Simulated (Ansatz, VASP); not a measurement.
# Two plane-wave programs on TaBi

The input INCAR:

```
SYSTEM = TaBi
  PREC = Accurate
  ENCUT = 520
  EDIFF = 1E-6
  ISMEAR = -1
  SIGMA = 0.1
  LREAL = .FALSE.
  LASPH = .TRUE.
  NELM = 80
  ALGO = Normal
  ISIF = 2
  LWAVE = .FALSE.
  LCHARG = .FALSE.
  GGA = PE
  NBANDS = 20
```

KPOINTS

```
Automatic mesh
0
G
  13 13 13
  0 0 0
```

The input POSCAR:

```
TaBi
1.0
    0.0000000000      2.4165584734      2.4165584734
    2.4165584734      0.0000000000      2.4165584734
    2.4165584734      2.4165584734      0.0000000000
Ta Bi
1 1
Direct
    0.0000000000      0.0000000000      0.0000000000
    0.5000000000      0.5000000000      0.5000000000
```

Input for Ansatz:

```yaml
crystal:
  lattice:
    - [0.0, 2.4165584734, 2.4165584734]
    - [2.4165584734, 0.0, 2.4165584734]
    - [2.4165584734, 2.4165584734, 0.0]
  atoms:
    - { symbol: Ta, position: [0.0, 0.0, 0.0] }
    - { symbol: Bi, position: [0.5, 0.5, 0.5] }
kpoints:
  mp_grid: { grid: [13, 13, 13] }
scf:
  occupations: { method: fermi_dirac, width: 0.1 }
hamiltonian:
  xc: pbe
  pseudopotentials: { kind: paw }
output:
  forces: true
  stress: true
  eigenvalues: true
  write_density: true
  write_potential: true
  elf: true
  volumetric_format: npy
```

Change from the starting cell: volume scaled by 0.57, to set the pressure.

Alike in both runs: task single point; functional PBE; k mesh 13 × 13 × 13; occupations fermi-dirac, width 0.1 eV; no spin polarisation.

|  | VASP | Ansatz |
| --- | --- | --- |
| version | VASP 6.6.1 | Ansatz 0.2.0 |
| potentials or method | VASP PAW PBE potentials, release 64 (Ta_pv, Bi_d) | PAW with Ansatz's default frozen-core files, scalar-relativistic |
| plane-wave cutoff (eV) | 520 | 420 |
| valence electrons in the cell | 26 | 28 |

|  | VASP | Ansatz | Ansatz less VASP |
| --- | --- | --- | --- |
| pressure (GPa) | 197.7 | 196.1 | -1.56 |

The two sets of potentials don't hold the same shells in valence.

Caveats: the cell as given lies far from equilibrium; so large a pressure means that the cell lies far from this level's equilibrium, or that cutoff or potentials fall short (VASP); spin-orbit coupling is left out, which moves the levels of the heavy elements.
